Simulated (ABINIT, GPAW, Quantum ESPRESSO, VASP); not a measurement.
**Be5Pt (P1, 6 atoms in the cell) computed with different codes at matched settings**

Self-consistent single point.

```yaml
crystal:
  lattice:
    - [0.00000, 2.98130, 2.98130]
    - [2.98130, 0.00000, 2.98130]
    - [2.98130, 2.98130, 0.00000]
  atoms:
    - { symbol: Be, position: [0.25693, 0.26616, 0.24625] }
    - { symbol: Be, position: [0.63690, 0.61105, 0.12134] }
    - { symbol: Be, position: [0.60390, 0.12570, 0.62981] }
    - { symbol: Be, position: [0.61243, 0.62373, 0.64228] }
    - { symbol: Be, position: [0.12997, 0.63446, 0.61194] }
    - { symbol: Pt, position: [0.00987, 0.98889, 0.99839] }
```

All programs got the same cell, k-point mesh and kind of occupations (in GPAW's words: kpts = 5 5 5; mesh shift (steps) = 0 0 0; occupations.name = fermi-dirac; occupations.width = 0.136 eV); potentials, basis and cutoffs are each program's usual ones.

```tsv
code	model	pressure (GPa)	largest force (eV/Å)	cutoff
GPAW	PBEsol, GPAW PAW datasets PBEsol (made by gpaw-setup)	-0.88	0.871	800 eV
VASP	PBEsol, VASP's PBE PAW potentials (set 64)	-1.04	0.876	300 eV
Quantum ESPRESSO	PBEsol, PSlibrary PAW (PBE) pseudopotentials	-1.25	0.875	45 Ry
ABINIT	PBEsol, norm-conserving pseudopotentials (PseudoDojo nc-sr-04 PBEsol standard)	-0.66	0.877	44 Ha
```

Size of the force on each atom (eV/Å): Sizes of forces hide their directions.

| code | Be1 | Be2 | Be3 | Be4 | Be5 | Pt6 |
|---|---|---|---|---|---|---|
| GPAW | 0.355 | 0.533 | 0.647 | 0.871 | 0.342 | 0.660 |
| VASP | 0.362 | 0.538 | 0.650 | 0.876 | 0.344 | 0.659 |
| Quantum ESPRESSO | 0.355 | 0.536 | 0.649 | 0.875 | 0.341 | 0.661 |
| ABINIT | 0.361 | 0.539 | 0.651 | 0.877 | 0.344 | 0.663 |

The spread over the programs that give each value: pressure within 0.59 GPa; largest force within 0.006 eV/Å.

The starting cell comes from a database of computed structures (which also holds hypothetical and non-ambient phases and stackings), without a prior relaxation at this level. Its atoms were displaced at random from the sites of space group no. 216. On GPAW's run: Spin-orbit coupling is off. Spin polarisation is off.

Question: Why do the programs differ, and what cannot be compared?

Answer: Differences of this kind can come from the potentials, where these differ, and from what each basis and cutoff leave unconverged. The valence holds different numbers of electrons (GPAW 26, VASP 20, Quantum ESPRESSO 20, ABINIT 38). The zero of total energies and Fermi levels follows the potentials and each program's conventions, so they are not compared here.

VASP's run is marked for a possible Pulay error in its stress at this cutoff; no cutoff test was made.

Left out of this page: Ansatz, CP2K, FLEUR and SIESTA (not drawn, or without a comparable value).

Keys are those of Ansatz 0.2.
